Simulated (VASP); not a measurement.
Calculation: PBEsol GGA, VASP's PBE PAW potentials (set 64) (plane waves; VASP 6.6.1).

VASP input:

File POSCAR:
```
Bi2Se3
1.0
  4.1341331511   0.0000000000   0.0000000000
 -2.0670665755   3.5802641605   0.0000000000
  0.0000000000   0.0000000000  28.6127017473
Bi Se
6 9
Direct
  0.3333330000   0.6666670000   0.2665082362
  0.3333330000   0.6666670000   0.0668257638
  0.0000000000   0.0000000000   0.5998412362
  0.0000000000   0.0000000000   0.4001587638
  0.6666670000   0.3333330000   0.9331742362
  0.6666670000   0.3333330000   0.7334917638
  0.0000000000   0.0000000000   0.0000000000
  0.6666670000   0.3333330000   0.1218198815
  0.0000000000   0.0000000000   0.2115131185
  0.6666670000   0.3333330000   0.3333330000
  0.3333330000   0.6666670000   0.4551538815
  0.6666670000   0.3333330000   0.5448461185
  0.3333330000   0.6666670000   0.6666670000
  0.0000000000   0.0000000000   0.7884868815
  0.3333330000   0.6666670000   0.8781801185
```

### INCAR
```
SYSTEM=Bi2Se3
PREC=Accurate; ENCUT=480; LREAL=Auto
LASPH=T
EDIFF=1E-6; NELM=100; ALGO=Normal
LMAXMIX=4
ISMEAR=0; SIGMA=0.05
GGA=PS
IBRION=2; NSW=60; ISIF=3
EDIFFG=-0.02
LWAVE=F; LCHARG=F
```

KPOINTS:
```
K-points
0
gamma
6 6 1
```

POTCAR, in this order: Bi_d Se (PBE.64 set). Program: vasp_std.

What VASP printed:

**OSZICAR**
```
       N       E                     dE             d eps       ncg     rms          rms(c)
DAV:   1     0.153844827428E+04    0.15384E+04   -0.63836E+04  1204   0.165E+03
DAV:   2     0.168100592104E+03   -0.13703E+04   -0.13305E+04  1260   0.441E+02
DAV:   3    -0.519471524111E+02   -0.22005E+03   -0.21016E+03  1432   0.192E+02
DAV:   4    -0.674153477833E+02   -0.15468E+02   -0.15018E+02  1394   0.498E+01
DAV:   5    -0.683314783619E+02   -0.91613E+00   -0.90861E+00  1614   0.111E+01    0.869E+00
DAV:   6    -0.661609708680E+02    0.21705E+01   -0.47173E+00  1540   0.784E+00    0.551E+00
DAV:   7    -0.661689388848E+02   -0.79680E-02   -0.13908E+00  1522   0.298E+00    0.243E+00
DAV:   8    -0.661815412153E+02   -0.12602E-01   -0.22493E-01  1462   0.149E+00    0.750E-01
DAV:   9    -0.661750944273E+02    0.64468E-02   -0.24709E-02  1466   0.644E-01    0.245E-01
DAV:  10    -0.661759417774E+02   -0.84735E-03   -0.11259E-02  1384   0.277E-01    0.887E-02
DAV:  11    -0.661760104359E+02   -0.68659E-04   -0.80067E-04  1586   0.103E-01    0.516E-02
DAV:  12    -0.661760515815E+02   -0.41146E-04   -0.16949E-04  1576   0.389E-02    0.263E-02
DAV:  13    -0.661760468175E+02    0.47640E-05   -0.54907E-05  1602   0.368E-02    0.977E-03
DAV:  14    -0.661760465560E+02    0.26147E-06   -0.77041E-06  1248   0.882E-03
   1 F= -.66176047E+02 E0= -.66175864E+02  d E =-.661760E+02
       N       E                     dE             d eps       ncg     rms          rms(c)
DAV:   1    -0.661990467601E+02   -0.23000E-01   -0.71620E-01  1540   0.563E+00    0.833E-01
DAV:   2    -0.661803259875E+02    0.18721E-01   -0.43587E-02  1514   0.141E+00    0.337E-01
DAV:   3    -0.661763532964E+02    0.39727E-02   -0.17679E-02  1534   0.853E-01    0.620E-02
DAV:   4    -0.661764481696E+02   -0.94873E-04   -0.72048E-04  1402   0.113E-01    0.316E-02
DAV:   5    -0.661764694892E+02   -0.21320E-04   -0.77562E-05  1662   0.421E-02    0.128E-02
DAV:   6    -0.661764755085E+02   -0.60193E-05   -0.13498E-05  1626   0.157E-02    0.377E-03
DAV:   7    -0.661764757252E+02   -0.21677E-06   -0.84984E-07   716   0.592E-03
   2 F= -.66176476E+02 E0= -.66176284E+02  d E =-.429169E-03
       N       E                     dE             d eps       ncg     rms          rms(c)
DAV:   1    -0.661799085765E+02   -0.34331E-02   -0.10199E-01  1534   0.214E+00    0.313E-01
DAV:   2    -0.661772791179E+02    0.26295E-02   -0.61321E-03  1502   0.531E-01    0.127E-01
DAV:   3    -0.661767073579E+02    0.57176E-03   -0.25159E-03  1540   0.321E-01    0.232E-02
DAV:   4    -0.661767113595E+02   -0.40017E-05   -0.10116E-04  1368   0.421E-02    0.118E-02
DAV:   5    -0.661767071652E+02    0.41943E-05   -0.10921E-05  1536   0.156E-02    0.477E-03
DAV:   6    -0.661767054839E+02    0.16813E-05   -0.14009E-06   686   0.608E-03    0.112E-03
DAV:   7    -0.661767053846E+02    0.99310E-07   -0.50776E-07   704   0.386E-03
   3 F= -.66176705E+02 E0= -.66176518E+02  d E =-.658829E-03
```

### OUTCAR
```
------------------------ aborting loop because EDIFF is reached ----------------------------------------
  FORCE on cell =-STRESS in cart. coord.  units (eV):
  Direction    XX          YY          ZZ          XY          YZ          ZX
  --------------------------------------------------------------------------------------
  Total       -0.0437541     -0.0437540      0.0447582     -0.0000000     -0.0000000      0.0000000
  in kB       -0.1659827     -0.1659826      0.1697921     -0.0000000     -0.0000000      0.0000000
  external PRESSURE =      -0.0540577 kB  Pullay stress =       0.0000000 kB
  volume of cell :      422.34
      direct lattice vectors                 reciprocal lattice vectors
     4.130100596 -0.000000000  0.000000000     0.242124853  0.139790856  0.000000000
    -2.065050298  3.576771866 -0.000000000     0.000000000  0.279581712  0.000000000
    -0.000000000  0.000000000 28.590007936     0.000000000  0.000000000  0.034977255
 POSITION                                       TOTAL-FORCE (eV/Angst)
 -----------------------------------------------------------------------------------
     -0.00000      2.38452      7.61888         0.000000      0.000000     -0.014209
     -0.00000      2.38452      1.91115        -0.000000     -0.000000      0.014209
     -0.00000      0.00000     17.14887         0.000000      0.000000     -0.014209
     -0.00000      0.00000     11.44114        -0.000000     -0.000000      0.014209
      2.06505      1.19226     26.67886         0.000000      0.000000     -0.014209
      2.06505      1.19226     20.97113        -0.000000     -0.000000      0.014209
      0.00000      0.00000      0.00000        -0.000000      0.000000     -0.000000
      2.06505      1.19226      3.48253        -0.000000     -0.000000      0.016899
     -0.00000      0.00000      6.04746         0.000000      0.000000     -0.016899
      2.06505      1.19226      9.52999        -0.000000      0.000000     -0.000000
     -0.00000      2.38452     13.01256        -0.000000     -0.000000      0.016899
      2.06505      1.19226     15.57745        -0.000000      0.000000     -0.016899
     -0.00000      2.38452     19.06001        -0.000000     -0.000000     -0.000000
     -0.00000      0.00000     22.54255         0.000000     -0.000000      0.016899
     -0.00000      2.38452     25.10747        -0.000000     -0.000000     -0.016899
 -----------------------------------------------------------------------------------
    total drift:                                0.000000      0.000000     -0.000000
  FREE ENERGIE OF THE ION-ELECTRON SYSTEM (eV)
  ---------------------------------------------------
  free  energy   TOTEN  =       -66.1767053846 eV

  energy  without entropy=      -66.1763298744  energy(sigma->0) =      -66.17651763

 reached required accuracy - stopping structural energy minimisation
```
(Selected blocks of OUTCAR.)

### CONTCAR
```
Bi2Se3
   1.00000000000000
     4.1301005957518395   -0.0000000000000563    0.0000000000000000
    -2.0650502978260175    3.5767718656266907   -0.0000000000000000
    -0.0000000000000000    0.0000000000000000   28.5900079355424843
  Bi              Se
     6     9
Direct
     0.3333330000000032    0.6666669999999968    0.2664873760107266
     0.3333330000000032    0.6666669999999968    0.0668466239892741
     0.0000000000000000    0.0000000000000000    0.5998203760107227
     0.0000000000000000    0.0000000000000000    0.4001796239892773
     0.6666669999999968    0.3333330000000032    0.9331533760107259
     0.6666669999999968    0.3333330000000032    0.7335126239892805
     0.0000000000000000    0.0000000000000000    0.0000000000000000
     0.6666669999999968    0.3333330000000032    0.1218094663686806
     0.0000000000000000    0.0000000000000000    0.2115235336313226
     0.6666669999999968    0.3333330000000032    0.3333330000000032
     0.3333330000000032    0.6666669999999968    0.4551434663686813
     0.6666669999999968    0.3333330000000032    0.5448565336313187
     0.3333330000000032    0.6666669999999968    0.6666669999999968
     0.0000000000000000    0.0000000000000000    0.7884764663686774
     0.3333330000000032    0.6666669999999968    0.8781905336313194
```

Without a dispersion term in the relaxation, distances and binding between the weakly bound layers, chains or molecules are unreliable, and so is what depends on them.

The compound is Bi2Se3 in the tetradymite structure. This run relaxes it. Symmetry was kept, so distortions that lower it aren't found. The start is the result of an earlier pass.
